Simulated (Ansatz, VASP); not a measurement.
# Ba4LiAl4Ge4H2 in two plane-wave programs

One calculation is typed for both programs; each brings its own data sets and cutoff. How far apart do they land? The structure shown is the end of the VASP relaxation below.

Program: Ansatz 0.2.0. Level of theory: plane waves, with VASP 6.6.1 beside it; single point at PBEsol. Results are calculated unless marked as measured.

### 1. The structure

The cell holds 15 atoms: 4 Ba, 4 Ge, 4 Al, 2 H and 1 Li. Cell: a = 9.086 Å, b = 9.086 Å, c = 6.687 Å, α = 115.1°, β = 115.1°, γ = 112.0°. It derives from BaAlGeH. Nearest the centre at fractional (0.355, 0.772, 0.250): Ba4 at 1.43 Å, Li15 at 2.46 Å, Ge7 at 2.47 Å, Al11 at 2.71 Å, Al9 at 2.95 Å, Ge8 at 3.12 Å, Ba1 at 3.31 Å, Ba3 at 3.49 Å.

### 2. VASP: relaxation, PBEsol

This run makes the geometry at which the two programs are then compared.

Lines of VASP's logs that name or quote its potential files are left out, and so is its time.

File INCAR:

```
SYSTEM = Ba4LiAl4Ge4H2
PREC = Normal
ENCUT = 280
EDIFF = 1E-05
NELM = 120
ISMEAR = 0
SIGMA = 0.05
LREAL = Auto
ALGO = Fast
GGA = PS
NBANDS = 58
ISPIN = 2
MAGMOM = 0 0 0 0.6 0 0 0.6 0 0 0 0 0 0 0 0.6
LORBIT = 11
LWAVE = .FALSE.
LCHARG = .FALSE.
KPAR = 3
IBRION = 2
NSW = 60
ISIF = 2
EDIFFG = -0.05
POTIM = 0.4
MAXMIX = 40
ISYM = 0
```

File POSCAR:

```
Ba4LiAl4Ge4H2
1.0
   -6.5242557324      3.7667808034      5.0797700440
    6.5242557324     -3.7667808034      5.0797700440
    2.1747519108      3.7667808034     -5.0797700440
Ba Ge Al H Li
4 4 4 2 1
Direct
    0.5017515526      0.5014554792      0.0040663686
    1.0022020922      0.9980042233      0.0006091847
    1.0011802749      0.4991743865      0.5010796010
    0.5000715459      1.0007100622      0.5007894263
    0.5592084404      0.3910648282      0.4976580722
    0.0601197538      0.8947771751      0.5015349956
    0.0599232665      0.3918002993     -0.0028218816
    0.5660073224      0.8969892817      0.0045195531
    0.4288286534      0.5917695154      0.4862443404
    0.9351826311      0.1005950461      0.4998801015
    0.9304921074      0.6035040133      0.0004408832
    0.4372097965      0.1077145963      0.0072718503
    0.1013735486      0.2690461008      0.4922553090
    0.6008158135      0.2693622950     -0.0046369014
    0.1027175991      0.7704726864     -0.0039278078
```

File KPOINTS:

```
Automatic mesh
0
Gamma
3 3 3
0 0 0
```

The projector-augmented-wave data sets are Ba_sv, Ge, Al, H and Li (PBE family, release 64).

Command:

```console
$ mpirun -np 3 vasp_std
```

Numbers of over 12 decimals in the logs are rounded to 6 here.

The program printed:

```text
[banner, memory and clock lines left out]
running    3 mpi-ranks, on    1 nodes
 distrk:  each k-point on    1 cores,    3 groups
 distr:  one band on    1 cores,    1 groups

 POSCAR found type information on POSCAR BaGeAlH Li
 POSCAR found :  5 types and      15 ions
|                                                                             |
|               ----> ADVICE to this user running VASP <----                  |
|                                                                             |
|     You enforced a specific xc type in the INCAR file but a different       |
|     [... a line on the potential file left out ...]
|     I HOPE YOU KNOW WHAT YOU ARE DOING!                                     |
|                                                                             |

 LDA part: xc-table for (Slater+PW92), standard interpolation
 POSCAR, INCAR and KPOINTS ok, starting setup
 FFT: planning ... GRIDC
 FFT: planning ... GRID_SOFT
 FFT: planning ... GRID
 WAVECAR not read
 entering main loop
       N       E                     dE             d eps       ncg     rms          rms(c)
DAV:   1     0.258541394426E+03    0.25854E+03   -0.19408E+04  3248   0.630E+02
DAV:   2    -0.371975855747E+02   -0.29574E+03   -0.28490E+03  4208   0.153E+02
DAV:   3    -0.566201549444E+02   -0.19423E+02   -0.19240E+02  4128   0.401E+01
DAV:   4    -0.573406861383E+02   -0.72053E+00   -0.71913E+00  4976   0.680E+00
DAV:   5    -0.573493607778E+02   -0.86746E-02   -0.86726E-02  4168   0.752E-01    0.115E+01
RMM:   6    -0.559694325155E+02    0.13799E+01   -0.14853E+00  3248   0.250E+00    0.663E+00
RMM:   7    -0.557131191231E+02    0.25631E+00   -0.81839E-01  3378   0.207E+00    0.259E+00
RMM:   8    -0.557068549096E+02    0.62642E-02   -0.23199E-01  3893   0.116E+00    0.705E-01
RMM:   9    -0.557051971358E+02    0.16578E-02   -0.37998E-02  4061   0.472E-01    0.437E-01
RMM:  10    -0.557042429240E+02    0.95421E-03   -0.10001E-02  4180   0.222E-01    0.142E-01
RMM:  11    -0.557045623116E+02   -0.31939E-03   -0.31170E-03  4586   0.117E-01    0.808E-02
RMM:  12    -0.557046876215E+02   -0.12531E-03   -0.84933E-04  4584   0.644E-02    0.365E-02
RMM:  13    -0.557047221435E+02   -0.34522E-04   -0.26854E-04  4190   0.332E-02    0.137E-02
RMM:  14    -0.557047311062E+02   -0.89627E-05   -0.84232E-05  3223   0.180E-02
   1 F= -.55704731E+02 E0= -.55701562E+02  d E =-.557047E+02  mag=     0.0021
[...]
WARNING in EDDRMM: call to ZHEGV failed, returncode =   8  4     26
[... from here on, the cycles between the ionic steps are left out ...]
   2 F= -.58041304E+02 E0= -.58038751E+02  d E =-.233657E+01  mag=     0.0011
   3 F= -.58164195E+02 E0= -.58161888E+02  d E =-.245946E+01  mag=     0.0002
[...]
WARNING in EDDRMM: call to ZHEGV failed, returncode =   6  3     29
  24 F= -.58972974E+02 E0= -.58970510E+02  d E =-.606184E-01  mag=    -0.0000
  25 F= -.59013549E+02 E0= -.59011208E+02  d E =-.405748E-01  mag=     0.0000
[...]
WARNING in EDDRMM: call to ZHEGV failed, returncode =   6  3     27
  26 F= -.59018092E+02 E0= -.59015829E+02  d E =-.451184E-01  mag=     0.0000
  27 F= -.59038753E+02 E0= -.59036528E+02  d E =-.206604E-01  mag=     0.0000
  28 F= -.59040217E+02 E0= -.59038018E+02  d E =-.221253E-01  mag=     0.0000
  29 F= -.59046221E+02 E0= -.59043960E+02  d E =-.600336E-02  mag=    -0.0000
  30 F= -.59047015E+02 E0= -.59044660E+02  d E =-.679734E-02  mag=     0.0000
  31 F= -.59047291E+02 E0= -.59044968E+02  d E =-.707346E-02  mag=     0.0000
  32 F= -.59050616E+02 E0= -.59048230E+02  d E =-.332472E-02  mag=    -0.0001
  33 F= -.59050623E+02 E0= -.59048223E+02  d E =-.333219E-02  mag=    -0.0000
 curvature:  -3.17 expect dE=-0.354E-02 dE for cont linesearch -0.208E-04
 trial: gam= 0.63272 g(F)=  0.112E-02 g(S)=  0.000E+00 ort =-0.152E-03 (trialstep = 0.318E+01)
 search vector abs. value=  0.233E-02
 bond charge predicted
       N       E                     dE             d eps       ncg     rms          rms(c)
DAV:   1    -0.590518713066E+02   -0.12464E-02   -0.27591E-01  3260   0.167E+00    0.136E-01
RMM:   2    -0.590526649024E+02   -0.79360E-03   -0.11306E-02  3250   0.340E-01    0.596E-02
RMM:   3    -0.590527453049E+02   -0.80402E-04   -0.11888E-03  3510   0.110E-01    0.443E-02
RMM:   4    -0.590527500507E+02   -0.47458E-05   -0.27308E-04  4705   0.419E-02    0.276E-02
RMM:   5    -0.590527450374E+02    0.50133E-05   -0.62203E-05  3679   0.183E-02
  34 F= -.59052745E+02 E0= -.59050318E+02  d E =-.212190E-02  mag=    -0.0000
 trial-energy change:   -0.002122  1 .order   -0.002163   -0.003250   -0.001075
 step:   5.1083(harm=  4.7596)  dis= 0.01792  next Energy=   -59.053061 (dE=-0.244E-02)
 reached required accuracy - stopping structural energy minimisation
```

From OUTCAR (step 2):

```text
ion  position               nearest neighbor table
   1  0.502  0.501  0.004-  14 2.57  13 2.63   9 3.39   6 3.40  12 3.41   8 3.42   5 3.43  10 3.45
                            11 3.66  10 3.69   5 3.73   7 3.73   9 3.74   6 3.74   2 4.33   3 4.34
   2  0.002  0.998  0.001-  15 2.55  13 2.57   5 3.39   6 3.39  11 3.39   7 3.43  10 3.45   9 3.49
                             9 3.66  12 3.67  10 3.71   6 3.73   8 3.73   5 3.75   4 4.32   3 4.33
   3  0.001  0.499  0.501-  13 2.56  15 2.58  14 2.62   7 3.42   6 3.43  12 3.44  10 3.44   8 3.44
                            11 3.47   9 3.71   8 3.71  11 3.72   7 3.73  12 3.74   5 3.75   2 4.33
   4  0.500  0.001  0.501-  14 2.58  15 2.61   5 3.39   7 3.41   8 3.42  12 3.47  11 3.47   9 3.47
                            12 3.70  11 3.71  10 3.71   8 3.74   6 3.75   7 3.75   2 4.32   3 4.35
   5  0.559  0.391  0.498-  12 2.49  11 2.53   9 2.53   2 3.39   4 3.39   1 3.43   1 3.73   2 3.75
                             3 3.75
   6  0.060  0.895  0.502-  10 2.53  11 2.53  12 2.56   2 3.39   1 3.40   3 3.43   2 3.73   1 3.74
                             4 3.75
   7  0.060  0.392  0.997-   9 2.51  10 2.53  11 2.60   4 3.41   3 3.42   2 3.43   3 3.73   1 3.73
                             4 3.75
   8  0.566  0.897  0.005-  10 2.52  12 2.59   9 2.61   1 3.42   4 3.42   3 3.44   3 3.71   2 3.73
                             4 3.74
   9  0.429  0.592  0.486-   7 2.51   5 2.53   8 2.61   1 3.39   4 3.47   2 3.49   2 3.66   3 3.71
                             1 3.74
  10  0.935  0.101  0.500-  13 1.74   8 2.52   6 2.53   7 2.53   3 3.44   2 3.45   1 3.45   1 3.69
                             4 3.71   2 3.71
  11  0.930  0.604  0.000-  15 1.75   5 2.53   6 2.53   7 2.60   2 3.39   4 3.47   3 3.47   1 3.66
                             4 3.71   3 3.72
  12  0.437  0.108  0.007-  14 1.71   5 2.49   6 2.56   8 2.59   1 3.41   3 3.44   4 3.47   2 3.67
                             4 3.70   3 3.74
  13  0.101  0.269  0.492-  10 1.74   3 2.56   2 2.57   1 2.63
  14  0.601  0.269  0.995-  12 1.71   1 2.57   4 2.58   3 2.62
  15  0.103  0.770  0.996-  11 1.75   2 2.55   3 2.58   4 2.61

 Found     14 irreducible k-points:

   k-points           NKPTS =     14   k-points in BZ     NKDIM =     14   number of bands    NBANDS=     58

   dimension x,y,z NGX =    40 NGY =   40 NGZ =   28
   dimension x,y,z NGXF=    80 NGYF=   80 NGZF=   56

   ENCUT  =  280.0 eV  20.58 Ry    4.54 a.u.  12.40 12.40  9.12*2*pi/ulx,y,z

   NELECT =      71.0000    total number of electrons

 k-points in reciprocal lattice and weights: Automatic mesh
   0.00000000  0.00000000  0.00000000       0.037
   0.33333333  0.00000000 -0.00000000       0.074
  -0.33333333 -0.00000000  0.33333333       0.074
   0.00000000  0.33333333 -0.33333333       0.074
  -0.00000000 -0.33333333  0.00000000       0.074
   0.33333333  0.33333333 -0.00000000       0.074
  -0.33333333 -0.33333333 -0.33333333       0.074
  -0.33333333  0.33333333  0.00000000       0.074
  -0.00000000  0.00000000  0.33333333       0.074
[...]
0.33333333 -0.33333333  0.33333333       0.074
  -0.33333333 -0.33333333  0.33333333       0.074

 average (electrostatic) potential at core
       1 -35.6577       2 -35.6503       3 -35.5582       4 -35.6486       5 -31.8920
       6 -31.7653       7 -31.7408       8 -31.8567       9 -76.1642      10 -76.2640
      11 -76.0454      12 -76.4193      13 -32.1939      14 -32.5037      15 -26.9884

 E-fermi :   4.0480

 spin component 1
 k-point     1 :       0.0000    0.0000    0.0000
  band No.  band energies     occupation
    ...
     32       2.7322      1.00000
     33       2.8768      1.00000
     34       2.9101      1.00000
     35       3.0543      1.00000
     36       3.4702      1.00000
     37       4.4222      0.00000
     38       4.7475      0.00000
     39       4.9544      0.00000
     40       5.3077      0.00000
     41       5.8473      0.00000
    ...

 k-point     2 :       0.3333    0.0000   -0.0000
  band No.  band energies     occupation
    ...
     32       2.5065      1.00000
     33       2.6696      1.00000
     34       2.7685      1.00000
     35       3.3769      1.00000
     36       3.9318      0.99949
     37       4.9933      0.00000
     38       5.3100      0.00000
     39       5.5986      0.00000
     40       5.6712      0.00000
     41       5.8482      0.00000
    ...

 k-point     3 :      -0.3333   -0.0000    0.3333
  band No.  band energies     occupation
    ...
     32       2.4732      1.00000
     33       2.6793      1.00000
     34       2.9027      1.00000
     35       3.3629      1.00000
     36       3.7898      1.00000
     37       5.0168      0.00000
     38       5.3585      0.00000
     39       5.5131      0.00000
     40       5.7041      0.00000
     41       5.9388      0.00000
    ...

 k-point     4 :       0.0000    0.3333   -0.3333
  band No.  band energies     occupation
    ...
     32       2.5678      1.00000
     33       2.8021      1.00000
     34       2.8661      1.00000
     35       3.5909      1.00000
     36       3.9207      0.99984
     37       4.6621      0.00000
     38       4.9890      0.00000
     39       5.2930      0.00000
     40       5.5673      0.00000
     41       5.8413      0.00000
    ...

 k-point     5 :      -0.0000   -0.3333    0.0000
  band No.  band energies     occupation
    ...
     31       2.5107      1.00000
     32       2.5904      1.00000
     33       2.7635      1.00000
     34       2.8356      1.00000
     35       3.4469      1.00000
     36       4.2237      0.00000
     37       4.5252      0.00000
     38       4.9471      0.00000
     39       5.3367      0.00000
     40       5.5834      0.00000
    ...

 k-point     6 :       0.3333    0.3333   -0.0000
  band No.  band energies     occupation
    ...
     31       2.2614      1.00000
     32       2.6074      1.00000
     33       2.7355      1.00000
     34       2.8350      1.00000
     35       3.7999      1.00000
     36       4.2042      0.00001
     37       4.8165      0.00000
     38       5.2525      0.00000
     39       5.6114      0.00000
     40       5.7551      0.00000
    ...

  Total        3.1576135      2.7639719      3.0399960      0.3789359     -0.0591744     -0.3329617
  in kB       15.1969153     13.3024031     14.6308478      1.8237369     -0.2847938     -1.6024730
  external PRESSURE =      14.3767220 kB  Pullay stress =       0.0000000 kB

  energy-cutoff  :      280.00
  volume of cell :      332.90
      direct lattice vectors                 reciprocal lattice vectors
    -6.524255732  3.766780803  5.079770044     0.000000000  0.132739341  0.098429652
     6.524255732 -3.766780803  5.079770044     0.114955641  0.066369670  0.098429652
     2.174751911  3.766780803 -5.079770044     0.114955641  0.199109011  0.000000000

 POSITION                                       TOTAL-FORCE (eV/Angst)
 -----------------------------------------------------------------------------------
      2.23453      3.71026     -0.03047        -0.022913     -0.015096     -0.014636
      2.33319      3.66162      4.82137         0.042948     -0.015202      0.006856
     -2.37990      3.70113      4.92930        -0.011952      0.018046      0.011326
      4.28895      0.22195      4.97929        -0.005359      0.006024      0.012540
     -0.06092      2.51117      2.14635        -0.017559     -0.000804     -0.004032
      6.48355     -1.19717      2.08388         0.013605      0.008947     -0.012876
      2.18940     -1.23843      2.31843        -0.002803      0.010036     -0.003587
      4.42922      2.43219      2.24925        -0.031897      0.023939     -0.018711
      2.12239      1.23679      2.47652         0.039996     -0.015384      0.012515
     -4.36652      5.05944      2.48247        -0.017348      0.023441     -0.012991
     -2.17549      1.28040      7.89610         0.012544     -0.024312      0.034177
      0.08461      4.94910     -2.13981        -0.013548     -0.005126      0.004749
      2.12782      1.29271     -0.86615         0.016165     -0.006483      0.012298
      0.06842      4.96295     -0.42853        -0.019380      0.031591     -0.022155
      6.50613      1.26269      0.55038         0.017500     -0.039617     -0.005472
 -----------------------------------------------------------------------------------
    total drift:                               -0.001582      0.007494     -0.010679

  FREE ENERGIE OF THE ION-ELECTRON SYSTEM (eV)
  ---------------------------------------------------
  free  energy   TOTEN  =       -59.0527450374 eV

  energy  without entropy=      -59.0478900200  energy(sigma->0) =      -59.05031753

 reached required accuracy - stopping structural energy minimisation

 total charge
# of ion       s       p       d       tot
------------------------------------------
    1        2.009   5.573   0.405   7.987
    2        2.017   5.564   0.439   8.020
    3        2.016   5.567   0.457   8.040
    4        2.019   5.562   0.452   8.033
    5        1.131   1.248   0.026   2.405
    6        1.131   1.270   0.025   2.425
    7        1.131   1.302   0.029   2.462
    8        1.121   1.271   0.025   2.417
    9        0.431   0.373   0.000   0.804
   10        0.417   0.385   0.000   0.801
   11        0.435   0.357   0.000   0.792
   12        0.426   0.401   0.000   0.827
   13        0.553   0.007   0.000   0.560
   14        0.549   0.008   0.000   0.557
   15        0.149   0.199   0.000   0.348
--------------------------------------------------
tot         15.533  29.086   1.857  46.476

 magnetization (x)
# of ion       s       p       d       tot
------------------------------------------
    1        0.000   0.000  -0.000   0.000
    2        0.000   0.000  -0.000   0.000
    3        0.000  -0.000   0.000   0.000
    4        0.000   0.000   0.000   0.000
    5        0.000   0.000  -0.000   0.000
    6        0.000   0.000  -0.000   0.000
    7       -0.000  -0.000   0.000  -0.000
    8       -0.000  -0.000  -0.000  -0.000
    9        0.000   0.000   0.000   0.000
   10       -0.000  -0.000   0.000  -0.000
   11       -0.000  -0.000   0.000  -0.000
   12        0.000   0.000   0.000   0.000
   13       -0.000   0.000   0.000  -0.000
   14        0.000  -0.000   0.000   0.000
   15       -0.000   0.000   0.000   0.000
--------------------------------------------------
tot          0.000   0.000   0.000   0.000

[... 2 further parts left out ...]
```

Harder data sets than Ba_sv exist (the GW ones), and pressures, volumes and forces can shift noticeably with them. The data set Ge keeps the semicore shell frozen, which is cheaper and a little less accurate.

(Continued in part 2 of 2.)

[Lines on the potential files, build, host, timing and source positions are cut from VASP's logs without a mark.]

[Logs are printed without paths, hosts, clocks, repeated set-up lines and the standing remarks that a program may print on its own settings, such as how far it seeks lower states.]

[Hosts, paths, dates, database ids (printed as entryN), source tags and the programs' standing remarks are cut or masked in the printed files.]
